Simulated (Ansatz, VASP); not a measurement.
# Ti (Titanium) in two plane-wave programs

One calculation is typed for both programs; each brings its own data sets. How far apart do they land? The cell is taken from a series of runs on this material, whose earlier steps may have relaxed, scaled, displaced or heated it; both programs get it as it stands.

Main program and level: Ansatz 0.2.0; plane waves, with VASP 6.6.1 beside it; zone-centre phonons at LDA.

### 1. The starting structure

It takes space group P6_3/mmc (No. 194, hexagonal). Conventional cell: a = 2.864 Å, b = 2.864 Å, c = 4.533 Å, α = 90.00°, β = 90.00°, γ = 120.00°. Nearest to Ti lie 12 Ti at 2.81 to 2.86 Å.

### 2. Ansatz: zone-centre phonons, LDA

Ansatz runs on its default PAW (the set named soft_2) files.

Second derivatives magnify differences that forces hide, and they need a tight electronic threshold.

input.yaml reads:

```yaml
crystal:
  lattice:
    - [2.8637413201, 0.0, 0.0]
    - [-1.4318706601, 2.480072733, 0.0]
    - [0.0, 0.0, 4.5332400841]
  atoms:
    - { symbol: Ti, position: [0.3333333333, 0.6666666667, 0.25] }
    - { symbol: Ti, position: [0.6666666667, 0.3333333333, 0.75] }
kpoints:
  mp_grid: { grid: [21, 21, 12] }
hamiltonian:
  xc: lda
scf:
  occupations: { method: methfessel_paxton, width: 0.2 }
output:
  eigenvalues: true
phonons:
  method: dfpt
```

Run with:

```console
$ ansatz run input.yaml --threads 8 --pin off --max-ram 14336MiB --backend cpu --events-out ev --progress --plain --runs-dir out
```

Numbers of over 12 decimals in the logs are rounded to 6 here.

The log of the run:

```text
zone centre: on kpoints.mp_grid the ground state, and the responses unless they are solved on pairs of k-points, stand on 847 of the mesh's 5292 k-points, reduced under 4 symmetry operations, with k and −k counted as one. Each operation leaves every solved displacement unchanged or reverses it
Engine: ansatz 0.2.0, x86_64-unknown-linux-gnu
Pseudopotentials: kind: paw
Pseudopotential: Ti, paw, valence charge 12, recommended cutoff 420 eV (normal), Ti.paw.azcp
Functional definition: SPW92
  exchange = slater_x
  correlation = pw_c
Crystal: 2 atoms, lattice volume = 32.196 Å³
Basis set: ecut = 420 eV, 615 PW (Γ), exchange–correlation on 40×40×64 points (8 copies of the dense FFT grid, shifted against one another)
Bands: 16, of which v1, the nominal top of the filled ones, is band 12 counted from 1 (11 counted from 0)
Symmetry: 24 space group operations
k-points: 847 of 5292 (irreducible under 4 space group operations, time reversal used)
Non-local potential: Ti, projectors of the file, l = 0: 3, l = 1: 2, l = 2: 3, l = 3: 1
PAW form: soft (Blöchl's): semilocal exchange-correlation on the pseudo side does not see the compensation charge
PAW frozen core: Ti, regenerated for the run's functional, and the local potential with it (the file was generated under x = pbe(κ = 0.804, μ = 0.219515), c = pbe(β = 0.066725))
PAW one-centre angular grid: Ti, 590 points (default); XC on 64 Gauss nodes
Initial density: superposition of atomic densities (neutral atoms: chi_scale 0, normalization atom), corrected by the library's trained network
Initial wavefunctions: pseudopotential atomic-orbital guess
Functional: x = slater, c = lda
SCF iter   1: F=—  HF=-4900.603862 eV  |F-HF|=—  |Δ(HF+E_count)|=         —  Δρ=7.18e-3  dr2=7.43e-3  ethr=1.77e-3  ⟨swp⟩=4.5  Hψ=120829  notcnv=0
automatic band count: the SCF goes on with 20 bands, as 16 were too few: they end inside the smearing window of the response
preconditioner: auto → none  [metal: Δε(μ)=0.005 eV  Ē_g=4.435 eV  σ=0.200 eV  W_gap=0.02  n_scr=8 (ndim 8)  ℏωp=18.5 eV  f_vac=0.000  D(μ)=2.01/eV (n_scr^D=22)  sad-step TF]
SCF iter   2: F=—  HF=-4900.601568 eV  |F-HF|=—  |Δ(HF+E_count)|=   2.29e-3  S|Δr|=    0.00e0  Δρ=3.57e-3  dr2=1.79e-3  ethr=3.10e-5  ⟨swp⟩=1.0  Hψ=23716  notcnv=0
SCF iter   3: F=—  HF=-4900.601249 eV  |F-HF|=—  |Δ(HF+E_count)|=   3.19e-4  S|Δr|=    0.00e0  Δρ=3.13e-4  dr2=1.11e-5  ethr=7.44e-6  ⟨swp⟩=2.9  Hψ=25557  notcnv=0
SCF iter   4: F=—  HF=-4900.601251 eV  |F-HF|=—  |Δ(HF+E_count)|=   1.79e-6  S|Δr|=    0.00e0  Δρ=3.25e-5  dr2=1.65e-7  ethr=4.63e-8  ⟨swp⟩=2.4  Hψ=22402  notcnv=0
SCF iter   5: F=—  HF=-4900.601253 eV  |F-HF|=—  |Δ(HF+E_count)|=   1.71e-6  S|Δr|=    0.00e0  Δρ=6.95e-6  dr2=1.25e-8  ethr=6.86e-10  ⟨swp⟩=2.0  Hψ=25940  notcnv=0
SCF iter   6: F=—  HF=-4900.601253 eV  |F-HF|=—  |Δ(HF+E_count)|=   1.56e-9  S|Δr|=    0.00e0  Δρ=1.27e-6  dr2=4.25e-10  ethr=5.23e-11  ⟨swp⟩=2.5  Hψ=22258  notcnv=0
SCF iter   7: F=-4900.601253 eV  HF=-4900.601253 eV  |F-HF|=0.00e0  |Δ(HF+E_count)|=  2.91e-11  S|Δr|=    0.00e0  Δρ=1.12e-7  dr2=2.59e-12  ethr=1.00e-12  ⟨swp⟩=6.0  Hψ=76892  notcnv=0
SCF 1 converged in 7 iterations: F = -4900.601253 eV  dr2 = 2.59e-12
  greatest PAW one-centre occupation: 0.999 electrons in one spin orbital (limit 2), on the Ti atom at site 1 (counted from 0), in its partial waves of l = 0
DFPT response loops at Γ: preconditioner auto → Kerker (q_TF=auto, 2.598 Å⁻¹) (partly filled bands, converged f_vac=0.000); β = 1.00, the filter's whole step (`scf.mixing.beta` (0.50) is not read by the response loops under this deck's `scf.mixing.preconditioner`; to damp them name `kerker` or `kerker_dos`, under which they read `scf.mixing.beta`, and type it under 1.00, their step now; both keys bind the ground state too); Broyden in place of MSR1
SCF converged after 7 iterations
Stability not checked: this state was not tested for a lower state beside it, because cold or Methfessel-Paxton smearing, or corrected tetrahedra, fill the levels in a way that the test cannot read (fill_not_monotonic; see scf.lower_state_search)
Free energy (F): -4900.601253 eV
Harris-Foulkes:  -4900.601253 eV  (|F-HF|=0.00e0)
Internal energy: -4900.605231 eV  (E = F + TS)
E sigma→0 (E₀):  -4900.602247 eV
Entropy (-TS):   0.003979 eV (1.989 meV/atom)
Fermi energy:    14.308786 eV
--- Per-component energies (eV) ---
  E_band       = -285.665260
  E_kinetic    = 548.291421
  E_local      = -1549.788677  (includes V_loc(G=0)·N_el)
  E_nonlocal   = 24.449099
  E_hartree    = 640.125961
  E_xc         = -194.351238
  E_vxc        = -244.627982  (∫ρ·V_xc dr)
  E_paw        = -1998.529494  (= ΣΔE_a)
  E_vpaw       = -344.241178  (= ΣTr[D̂ρ^β])
  E_aug_tail   = 0.000204  (compensation charges beyond the density's cutoff)
  E_ewald      = -2371.454408
  E_core_change = 0.651901  (= ΣΔE_core)
  E_smearing   = 0.003979  (= −TS)
  E_closure    = -0.000000  (closes the sum)
  Σ components = -4900.601253   (vs F -4900.601253, Δ=0.00e0)
--- Band table (eV; the first three rows and the last of 847) ---
  k-point 0: bands = [... 8 lower, 8.0261, 11.4306, 15.0799, 15.0799, 15.2256, 15.3946, 15.6398, 15.6398, ... 4 higher]
  k-point 1: bands = [... 8 lower, 8.0895, 11.4135, 15.0446, 15.0446, 15.1895, 15.2704, 15.6025, 15.6025, ... 4 higher]
  k-point 2: bands = [... 8 lower, 8.2769, 11.3470, 14.9646, 14.9723, 14.9723, 15.0857, 15.5018, 15.5018, ... 4 higher]
  k-point 846: bands = [... 8 lower, 12.1184, 12.1184, 13.7177, 13.7177, 14.2131, 14.2131, 15.9008, 15.9008, ... 4 higher]
--- Phonons (Γ-DFPT): 2 representative perturbations + reference, on 847 of 5292 k-points (Σ response iterations 6) ---
  k mesh reduced under 4 symmetry operations, with k and −k counted as one. Each operation leaves every solved displacement unchanged or reverses it
  ASR residual: 1.162e-5 → 0.000e0 eV/Å²; symmetrization residual: 4.192e-10 eV/Å²
  ASR residual per site (eV/Å²): 1.16e-5 1.16e-5
  Γ frequencies (cm⁻¹): 0.00 0.00 0.00 113.72 113.72 205.06
  non-analytic LO–TO correction: not included (Born effective charges unavailable; polar crystals: no LO–TO splitting at Γ)
```

In the SCF lines HF is the Harris–Foulkes energy and dr2 the Hartree energy of the density residual, in eV; the loop may stop once dr2 is under the threshold and the program's other checks hold. Hψ counts applications of the Hamiltonian.

### 3. VASP: zone-centre phonons, LDA

The same cell, functional (in two slightly different forms), mesh and smearing now go to VASP, with its own data sets.

Lines of VASP's logs that name or quote its potential files are left out, and so is its time.

INCAR reads:

```
SYSTEM = Ti
PREC = Accurate
ENCUT = 500
EDIFF = 1E-08
NELM = 120
ISMEAR = 1
SIGMA = 0.2
LREAL = .FALSE.
ALGO = Normal
GGA = CA
NBANDS = 18
LASPH = .TRUE.
LORBIT = 11
LWAVE = .FALSE.
LCHARG = .FALSE.
ISIF = 2
IBRION = 8
GGA_COMPAT = .FALSE.
KPAR = 2
```

POSCAR reads:

```
Ti
1.0
    2.8637413201      0.0000000000      0.0000000000
   -1.4318706601      2.4800727330      0.0000000000
    0.0000000000      0.0000000000      4.5332400841
Ti
2
Direct
    0.3333333333      0.6666666667      0.2500000000
    0.6666666667      0.3333333333      0.7500000000
```

KPOINTS reads:

```
Automatic mesh
0
Gamma
21 21 12
0 0 0
```

The projector-augmented-wave data sets are Ti_sv (LDA family, release 64).

Run with:

```console
$ mpirun -np 2 vasp_std
```

The log of the run:

```text
[banner, memory and clock lines left out]
running    2 mpi-ranks, on    1 nodes
 distrk:  each k-point on    1 cores,    2 groups
 distr:  one band on    1 cores,    1 groups

 POSCAR found type information on POSCAR Ti
 POSCAR found :  1 types and       2 ions
 LDA part: xc-table for (Slater(with rela. corr.)+CA(PZ))
 , standard interpolation
 POSCAR, INCAR and KPOINTS ok, starting setup
 FFT: planning ... GRIDC
 FFT: planning ... GRID_SOFT
 FFT: planning ... GRID
 WAVECAR not read
 entering main loop
       N       E                     dE             d eps       ncg     rms          rms(c)
DAV:   1     0.253785024343E+03    0.25379E+03   -0.12997E+04 12120   0.164E+03
DAV:   2     0.102285711898E+02   -0.24356E+03   -0.24029E+03 12358   0.451E+02
DAV:   3    -0.179058318324E+02   -0.28134E+02   -0.27797E+02 22628   0.126E+02
DAV:   4    -0.189698026280E+02   -0.10640E+01   -0.10629E+01 13712   0.259E+01
DAV:   5    -0.190184092704E+02   -0.48607E-01   -0.48597E-01 18786   0.398E+00    0.125E+01
DAV:   6    -0.171009938428E+02    0.19174E+01   -0.68898E+00 14298   0.275E+01    0.332E+00
DAV:   7    -0.170793223551E+02    0.21671E-01   -0.75314E-01 18378   0.640E+00    0.205E+00
DAV:   8    -0.171070475174E+02   -0.27725E-01   -0.23347E-01 13808   0.604E+00    0.765E-01
DAV:   9    -0.170977514624E+02    0.92961E-02   -0.49865E-02 13994   0.255E+00    0.834E-02
DAV:  10    -0.170982447066E+02   -0.49324E-03   -0.32808E-03 17480   0.377E-01    0.921E-02
DAV:  11    -0.170982565205E+02   -0.11814E-04   -0.20436E-04 15796   0.125E-01    0.420E-02
DAV:  12    -0.170982454912E+02    0.11029E-04   -0.43590E-05 14148   0.654E-02    0.412E-03
DAV:  13    -0.170982450152E+02    0.47599E-06   -0.27435E-06 17816   0.122E-02    0.299E-03
DAV:  14    -0.170982453153E+02   -0.30007E-06   -0.62782E-07 13066   0.741E-03    0.132E-03
DAV:  15    -0.170982452929E+02    0.22347E-07   -0.71565E-08 13606   0.190E-03    0.803E-05
DAV:  16    -0.170982452922E+02    0.72623E-09   -0.25355E-09  6894   0.437E-04
   1 F= -.17098245E+02 E0= -.17099558E+02  d E =0.393701E-02
 Linear response reoptimize wavefunctions to high precision
DAV:   1    -0.170982452946E+02   -0.23906E-08   -0.74511E-10  8146   0.198E-04
DAV:   2    -0.170982452946E+02    0.00000E+00   -0.16203E-10  6720   0.914E-05
 Linear response DOF=           2
 Linear response progress:
  Degree of freedom:   1/  2
       N       E                     dE             d eps       ncg     rms          rms(c)
RMM:   1    -0.546212390307E+00   -0.54621E+00    0.29633E+01 55845   0.137E+02
RMM:   2    -0.524615649403E+00    0.21597E-01   -0.32904E-01101235   0.468E+00    0.285E-01
RMM:   3    -0.521803422864E+00    0.28122E-02   -0.19860E-02113112   0.124E+00    0.126E-01
RMM:   4    -0.522368599840E+00   -0.56518E-03   -0.77059E-03133170   0.533E-01    0.174E-02
RMM:   5    -0.523038801772E+00   -0.67020E-03   -0.15027E-03140188   0.205E-01    0.108E-02
RMM:   6    -0.523317864066E+00   -0.27906E-03   -0.64202E-04138577   0.101E-01    0.131E-02
RMM:   7    -0.523906483671E+00   -0.58862E-03   -0.11355E-04126543   0.508E-02    0.297E-03
RMM:   8    -0.524139518697E+00   -0.23304E-03   -0.51579E-05139083   0.272E-02    0.846E-04
RMM:   9    -0.524143668439E+00   -0.41497E-05   -0.34265E-06142997   0.136E-02    0.546E-04
RMM:  10    -0.524164627665E+00   -0.20959E-04    0.30125E-06139689   0.737E-03    0.159E-04
RMM:  11    -0.524173810736E+00   -0.91831E-05   -0.47306E-06142030   0.432E-03    0.125E-04
RMM:  12    -0.524172315205E+00    0.14955E-05   -0.16785E-08142671   0.247E-03    0.562E-05
RMM:  13    -0.524171241098E+00    0.10741E-05   -0.26792E-06142286   0.159E-03    0.193E-05
RMM:  14    -0.524172569960E+00   -0.13289E-05   -0.15243E-06144180   0.106E-03    0.128E-05
RMM:  15    -0.524172884867E+00   -0.31491E-06   -0.21240E-06141728   0.752E-04    0.872E-06
RMM:  16    -0.524173362023E+00   -0.47716E-06   -0.14329E-06134884   0.572E-04    0.124E-05
RMM:  17    -0.524172794262E+00    0.56776E-06   -0.15900E-06137360   0.451E-04    0.534E-06
RMM:  18    -0.524172937110E+00   -0.14285E-06   -0.73459E-07139633   0.369E-04    0.161E-06
RMM:  19    -0.524173001931E+00   -0.64821E-07   -0.11176E-06141126   0.312E-04    0.168E-06
RMM:  20    -0.524172918932E+00    0.82999E-07   -0.55576E-07138865   0.272E-04    0.418E-06
RMM:  21    -0.524172908802E+00    0.10130E-07   -0.57612E-07140722   0.241E-04    0.715E-06
RMM:  22    -0.524172949533E+00   -0.40730E-07   -0.36049E-07138469   0.219E-04    0.799E-06
RMM:  23    -0.524172949952E+00   -0.41939E-09   -0.37826E-07133302   0.201E-04    0.892E-06
RMM:  24    -0.524172947011E+00    0.29409E-08   -0.19714E-07126246   0.188E-04    0.827E-06
 first order change of Fermi-energy   0.53409E-04
 force on displaced ion       1 direction 1 :  -1.138  -0.000   0.000
 Linear response progress:
  Degree of freedom:   2/  2
       N       E                     dE             d eps       ncg     rms          rms(c)
RMM:   1    -0.654212962802E+00   -0.65421E+00    0.32620E+01 18827   0.139E+02
RMM:   2    -0.621438887756E+00    0.32774E-01   -0.33608E-01 34805   0.475E+00    0.297E-01
RMM:   3    -0.619411207421E+00    0.20277E-02   -0.24626E-02 38106   0.130E+00    0.130E-01
RMM:   4    -0.620876869549E+00   -0.14657E-02   -0.99680E-03 43935   0.574E-01    0.460E-02
RMM:   5    -0.621349742559E+00   -0.47287E-03   -0.18142E-03 41462   0.234E-01    0.215E-02
RMM:   6    -0.621957501255E+00   -0.60776E-03   -0.77993E-04 46117   0.123E-01    0.110E-02
RMM:   7    -0.622273554260E+00   -0.31605E-03   -0.11557E-04 46091   0.540E-02    0.742E-03
RMM:   8    -0.622849976620E+00   -0.57642E-03   -0.34739E-05 40776   0.333E-02    0.280E-03
RMM:   9    -0.622852022416E+00   -0.20458E-05   -0.84829E-06 45890   0.168E-02    0.121E-03
RMM:  10    -0.622818843406E+00    0.33179E-04   -0.94308E-06 45606   0.922E-03    0.272E-04
RMM:  11    -0.622821686775E+00   -0.28434E-05   -0.40811E-06 47828   0.529E-03    0.238E-04
RMM:  12    -0.622827635118E+00   -0.59483E-05   -0.42892E-06 46666   0.325E-03    0.118E-04
RMM:  13    -0.622832393635E+00   -0.47585E-05   -0.38283E-06 46865   0.218E-03    0.777E-05
RMM:  14    -0.622831189036E+00    0.12046E-05   -0.34028E-06 47591   0.149E-03    0.274E-05
RMM:  15    -0.622831313113E+00   -0.12408E-06   -0.28253E-06 48334   0.109E-03    0.262E-05
RMM:  16    -0.622831318889E+00   -0.57762E-08   -0.28000E-06 47128   0.844E-04    0.410E-05
RMM:  17    -0.622830924046E+00    0.39484E-06   -0.23710E-06 45358   0.697E-04    0.340E-05
RMM:  18    -0.622831049208E+00   -0.12516E-06   -0.22888E-06 45696   0.586E-04    0.294E-05
RMM:  19    -0.622831142850E+00   -0.93642E-07   -0.18966E-06 47548   0.500E-04    0.287E-05
RMM:  20    -0.622831172108E+00   -0.29258E-07   -0.18550E-06 47809   0.438E-04    0.319E-05
 first order change of Fermi-energy  -0.18567E-03
 force on displaced ion       1 direction 3 :   0.000  -0.000  -3.820
 Linear response finished
```

(Part 1 of 2 ends here.)

[Lines on the potential files, build, host, timing and source positions are cut from VASP's logs without a mark.]

[Logs are printed without paths, hosts, clocks, repeated set-up lines and the standing remarks that a program may print on its own settings, such as how far it seeks lower states.]

[Hosts, paths, dates, database ids (printed as entryN), source tags and the programs' standing remarks are cut or masked in the printed files.]
